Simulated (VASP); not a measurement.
These are vdW-DF2, VASP's PBE PAW potentials (set 64) (plane waves; VASP) values and carry that method's errors.

The input files of a VASP run:

INCAR:
```
ENCUT = 520
LMAXMIX = 4
SIGMA = 0.05
LUSE_VDW = .TRUE.
SYSTEM = SnSe2
ISMEAR = 0
ZAB_VDW = -1.8867
NELM = 100
EDIFF = 1E-7   ! SCF stop (eV)
PREC = Accurate
EDIFFG = -0.01   ! ionic stop
GGA = ML
LREAL = .FALSE.   ! projection in real space or not
LWAVE = .FALSE.
ISIF = 4
IBRION = 2
LASPH = .TRUE.   ! aspherical one-centre terms
LCHARG = .FALSE.
NSW = 30
AGGAC = 0.0
ALGO = Normal   ! blocked Davidson
```

File KPOINTS:
```
Automatic mesh
0
Gamma
6 6 4
0 0 0
```

File POSCAR:
```
SnSe2
1
    2.0410674208    -3.5352327282     0.0000000000
    2.0410674208     3.5352327282     0.0000000000
    0.0000000000     0.0000000000     6.4457070465
Sn Se
1 2
Direct
  0.0000000000   0.0000000000   0.0000000000
  0.3333330000   0.6666670000   0.2550163409
  0.6666670000   0.3333330000   0.7449836591
```

POTCAR, in this order: Sn_d Se (PBE.64 set). Program: vasp_std.

The resulting files:

OSZICAR:
```
       N       E                     dE             d eps       ncg     rms          rms(c)
DAV:   1     0.205473159816E+03    0.20547E+03   -0.12437E+04   817   0.165E+03
DAV:   2     0.172504302097E+02   -0.18822E+03   -0.18485E+03   912   0.384E+02
DAV:   3    -0.397668866663E+01   -0.21227E+02   -0.20697E+02  1043   0.121E+02
DAV:   4    -0.475724663689E+01   -0.78056E+00   -0.77665E+00   981   0.237E+01
DAV:   5    -0.477624858071E+01   -0.19002E-01   -0.19001E-01  1203   0.385E+00    0.355E+00
DAV:   6    -0.439624316447E+01    0.38001E+00   -0.12958E+00  1177   0.874E+00    0.219E+00
DAV:   7    -0.440712773110E+01   -0.10885E-01   -0.15797E-01   867   0.217E+00    0.953E-01
DAV:   8    -0.441208787508E+01   -0.49601E-02   -0.11753E-02   996   0.108E+00    0.287E-01
DAV:   9    -0.441343793105E+01   -0.13501E-02   -0.39048E-03   912   0.526E-01    0.710E-02
DAV:  10    -0.441348438036E+01   -0.46449E-04   -0.25426E-04  1057   0.151E-01    0.268E-02
DAV:  11    -0.441350707843E+01   -0.22698E-04   -0.48736E-05   869   0.695E-02    0.142E-02
DAV:  12    -0.441350589592E+01    0.11825E-05   -0.11204E-06  1149   0.831E-03    0.648E-03
DAV:  13    -0.441350541638E+01    0.47954E-06   -0.91711E-07   840   0.993E-03    0.117E-03
DAV:  14    -0.441350546477E+01   -0.48386E-07   -0.40676E-08   439   0.189E-03
   1 F= -.44135055E+01 E0= -.44133188E+01  d E =-.441351E+01
       N       E                     dE             d eps       ncg     rms          rms(c)
DAV:   1    -0.441448286008E+01   -0.97744E-03   -0.62127E-02   816   0.120E+00    0.704E-02
DAV:   2    -0.441473491512E+01   -0.25206E-03   -0.31476E-03   968   0.302E-01    0.261E-02
DAV:   3    -0.441472684046E+01    0.80747E-05   -0.37165E-05   937   0.470E-02    0.185E-02
DAV:   4    -0.441472338459E+01    0.34559E-05   -0.11445E-05   945   0.274E-02    0.553E-03
DAV:   5    -0.441472388548E+01   -0.50090E-06   -0.28575E-06   934   0.135E-02    0.285E-03
DAV:   6    -0.441472387601E+01    0.94760E-08   -0.18135E-07   549   0.458E-03
   2 F= -.44147239E+01 E0= -.44145358E+01  d E =-.121841E-02
       N       E                     dE             d eps       ncg     rms          rms(c)
DAV:   1    -0.441501403855E+01   -0.29015E-03   -0.14260E-01   816   0.182E+00    0.107E-01
DAV:   2    -0.441559327726E+01   -0.57924E-03   -0.72331E-03   970   0.456E-01    0.396E-02
DAV:   3    -0.441557371443E+01    0.19563E-04   -0.85156E-05   945   0.713E-02    0.282E-02
DAV:   4    -0.441556428658E+01    0.94278E-05   -0.26549E-05   955   0.422E-02    0.837E-03
DAV:   5    -0.441556481145E+01   -0.52487E-06   -0.66246E-06   914   0.205E-02    0.437E-03
DAV:   6    -0.441556479508E+01    0.16370E-07   -0.45535E-07   914   0.700E-03
   3 F= -.44155648E+01 E0= -.44153711E+01  d E =-.205933E-02
       N       E                     dE             d eps       ncg     rms          rms(c)
DAV:   1    -0.441556696565E+01   -0.21542E-05   -0.48025E-03   816   0.333E-01    0.191E-02
DAV:   2    -0.441558703946E+01   -0.20074E-04   -0.24849E-04   970   0.841E-02    0.742E-03
DAV:   3    -0.441558669293E+01    0.34653E-06   -0.29195E-06   946   0.131E-02    0.532E-03
DAV:   4    -0.441558678750E+01   -0.94564E-07   -0.92451E-07   954   0.776E-03
   4 F= -.44155868E+01 E0= -.44153914E+01  d E =-.208132E-02
       N       E                     dE             d eps       ncg     rms          rms(c)
DAV:   1    -0.441784384038E+01   -0.22571E-02   -0.12460E-01   816   0.239E+00    0.249E-01
DAV:   2    -0.441695995327E+01    0.88389E-03   -0.67855E-03   851   0.843E-01    0.142E-01
DAV:   3    -0.441640751045E+01    0.55244E-03   -0.10161E-03   939   0.319E-01    0.576E-02
DAV:   4    -0.441635246263E+01    0.55048E-04   -0.21390E-04   935   0.151E-01    0.139E-02
DAV:   5    -0.441635141802E+01    0.10446E-05   -0.29518E-05   987   0.460E-02    0.546E-03
DAV:   6    -0.441635120384E+01    0.21418E-06   -0.28597E-06   857   0.170E-02    0.168E-03
DAV:   7    -0.441635113437E+01    0.69465E-07   -0.29617E-07   858   0.449E-03
   5 F= -.44163511E+01 E0= -.44162582E+01  d E =-.764347E-03
       N       E                     dE             d eps       ncg     rms          rms(c)
DAV:   1    -0.443093407475E+01   -0.14583E-01   -0.11183E+00   816   0.717E+00    0.748E-01
DAV:   2    -0.442282604186E+01    0.81080E-02   -0.60989E-02   859   0.227E+00    0.426E-01
DAV:   3    -0.441788175299E+01    0.49443E-02   -0.90534E-03   931   0.700E-01    0.178E-01
DAV:   4    -0.441732272322E+01    0.55903E-03   -0.16842E-03   949   0.424E-01    0.414E-02
DAV:   5    -0.441730772865E+01    0.14995E-04   -0.21395E-04  1083   0.126E-01    0.160E-02
DAV:   6    -0.441730582594E+01    0.19027E-05   -0.23860E-05   858   0.507E-02    0.490E-03
DAV:   7    -0.441730582639E+01   -0.45065E-09   -0.26636E-06   937   0.137E-02    0.251E-03
DAV:   8    -0.441730579137E+01    0.35020E-07   -0.18174E-07   659   0.450E-03
   6 F= -.44173058E+01 E0= -.44173039E+01  d E =-.171900E-02
```

File OUTCAR:
```
------------------------ aborting loop because EDIFF is reached ----------------------------------------
  FORCE on cell =-STRESS in cart. coord.  units (eV):
  Direction    XX          YY          ZZ          XY          YZ          ZX
  --------------------------------------------------------------------------------------
  Total       -0.3489367     -0.3489368     -0.3681036     -0.0000000      0.0000000      0.0000000
  in kB       -6.0100950     -6.0100957     -6.3402262     -0.0000000      0.0000000      0.0000000
  external PRESSURE =      -6.1201389 kB  Pullay stress =       0.0000000 kB
  volume of cell :       93.02
      direct lattice vectors                 reciprocal lattice vectors
     2.028635052 -3.513699178  0.000000000     0.246471143 -0.142300173  0.000000000
     2.028635052  3.513699178  0.000000000     0.246471143  0.142300173  0.000000000
    -0.000000000  0.000000000  6.524953496    -0.000000000  0.000000000  0.153257797
 POSITION                                       TOTAL-FORCE (eV/Angst)
 -----------------------------------------------------------------------------------
      2.02864      3.51370      0.00000         0.000000     -0.000000      0.000000
      2.02864      1.17124      1.63197         0.000000      0.000000      0.001146
      2.02864     -1.17124      4.89298        -0.000000     -0.000000     -0.001146
 -----------------------------------------------------------------------------------
    total drift:                                0.000000      0.000000      0.000000
  FREE ENERGIE OF THE ION-ELECTRON SYSTEM (eV)
  ---------------------------------------------------
  free  energy   TOTEN  =        -4.4173057914 eV

  energy  without entropy=       -4.4173019566  energy(sigma->0) =       -4.41730387

 reached required accuracy - stopping structural energy minimisation
```
(Selected blocks of OUTCAR.)

File CONTCAR:
```
SnSe2
   1.00000000000000
     2.0286350515386999   -3.5136991781699667    0.0000000000000000
     2.0286350515386999    3.5136991781699667    0.0000000000000000
    -0.0000000000000000    0.0000000000000000    6.5249534964414400
  Sn              Se
     1     2
Direct
     0.0000000000000000    1.0000000000000000    0.0000000000000000
     0.3333330000000032    0.6666669999999968    0.2501123455926536
     0.6666669999999968    0.3333330000000032    0.7498876544073465
```

### OUTCAR
```
 val. band max:        2.3341226851   @ k =   0.1667   0.0000   0.0000

 cond. band min:       2.5686768621   @ k =   0.0000   0.0000   0.0000


 Fermi energy:         2.4603138406

 k-point     1 :       0.0000    0.0000    0.0000
  band No.  band energies     occupation
      1     -18.8569      2.00000
      2     -18.8569      2.00000
      3     -18.8282      2.00000
      4     -18.8267      2.00000
      5     -18.8267      2.00000
      6     -10.4865      2.00000
      7      -9.3818      2.00000
      8      -3.4201      2.00000
      9       1.8440      2.00000
     10       1.8440      2.00000
     11       2.0930      2.00000
     12       2.0930      2.00000
     13       2.2993      1.99999
     14       2.5687      0.00218
     15       5.2153      0.00000
     16       6.5571      0.00000
     17       6.5571      0.00000

 k-point     2 :       0.1667    0.0000    0.0000
  band No.  band energies     occupation
      1     -18.8621      2.00000
      2     -18.8528      2.00000
      3     -18.8294      2.00000
      4     -18.8257      2.00000
      5     -18.8245      2.00000
      6     -10.2956      2.00000
      7      -9.2856      2.00000
      8      -3.4824      2.00000
      9       0.2984      2.00000
     10       1.1378      2.00000
     11       1.2477      2.00000
     12       2.2865      2.00000
     13       2.3341      1.99964
     14       3.7523      0.00000
     15       5.7478      0.00000
     16       6.5625      0.00000
     17       6.8788      0.00000

 k-point     3 :       0.3333    0.0000    0.0000
  band No.  band energies     occupation
      1     -18.8738      2.00000
      2     -18.8472      2.00000
      3     -18.8341      2.00000
      4     -18.8211      2.00000
      5     -18.8166      2.00000
      6      -9.8134      2.00000
      7      -9.1240      2.00000
      8      -3.8969      2.00000
      9      -0.7304      2.00000
     10       0.1878      2.00000
     11       0.6100      2.00000
...
```

Unless said otherwise, spin-orbit coupling is left out, though it shifts the bands of the heavy elements here.

The compound is SnSe2 in the 1T layered structure. This cell is one point of a volume scan, at 1.03 of the reference volume. Symmetry was kept, so distortions that lower it aren't found.
